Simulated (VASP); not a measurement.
Consider the following.

```
CELL_PARAMETERS angstrom
      0.00000     1.92329     1.92329
      1.92329     0.00000     1.92329
      7.66509     7.66509     0.02807
ATOMIC_POSITIONS crystal
  Pd 0.00000 0.00000 0.00000
  Ir 0.99468 0.99468 0.25399
  Ir 0.00000 0.00000 0.50000
  Ir 0.00532 0.00532 0.74601
```

Calculation: PBEsol GGA, VASP's PBE PAW potentials (set 64) (plane waves; VASP 6.6.1). Run with 400 eV cut-off, Gaussian smearing of 0.050 eV, potentials Pd Ir.

### Question
Give the energies of bands 8 to 21 at the high-symmetry points, in eV from the Fermi level.

### Answer

| band | Γ | T | H2 | L | S0 | F |
|---|---|---|---|---|---|---|
| 8 | -3.94 | -3.90 | -4.90 | -4.12 | -4.88 | -3.91 |
| 9 | -3.79 | -3.61 | -4.01 | -3.58 | -4.01 | -3.75 |
| 10 | -3.79 | -3.61 | -3.93 | -3.22 | -3.88 | -3.51 |
| 11 | -3.67 | -3.50 | -3.66 | -2.70 | -3.80 | -3.41 |
| 12 | -3.24 | -3.50 | -3.63 | -2.24 | -3.56 | -2.27 |
| 13 | -3.24 | -3.31 | -1.96 | -1.59 | -1.95 | -1.74 |
| 14 | -3.24 | -3.31 | -1.85 | -1.02 | -1.83 | -0.45 |
| 15 | -3.24 | -2.36 | -1.66 | -0.59 | -1.69 | -0.35 |
| 16 | -1.65 | -2.27 | -1.47 | -0.31 | -1.48 | 0.39 |
| 17 | -1.65 | -1.68 | -0.53 | 0.18 | -0.54 | 0.72 |
| 18 | -1.19 | -1.68 | 0.20 | 0.87 | 0.22 | 0.90 |
| 19 | -1.19 | -1.29 | 0.32 | 1.25 | 0.27 | 1.15 |
| 20 | -0.79 | -1.29 | 0.45 | 1.33 | 0.49 | 1.23 |
| 21 | -0.79 | -0.24 | 5.11 | 1.90 | 5.07 | 1.42 |

It has no gap at this level: it comes out as a metal or semimetal.

The structure was generated: Ir3Pd was put into an ordered model structure (R-3m), which need not be its known phase. It was relaxed first. The electron count is odd and the run is not spin-polarised, which forces a metal. VASP warned that the highest band is occupied, so more bands are needed.
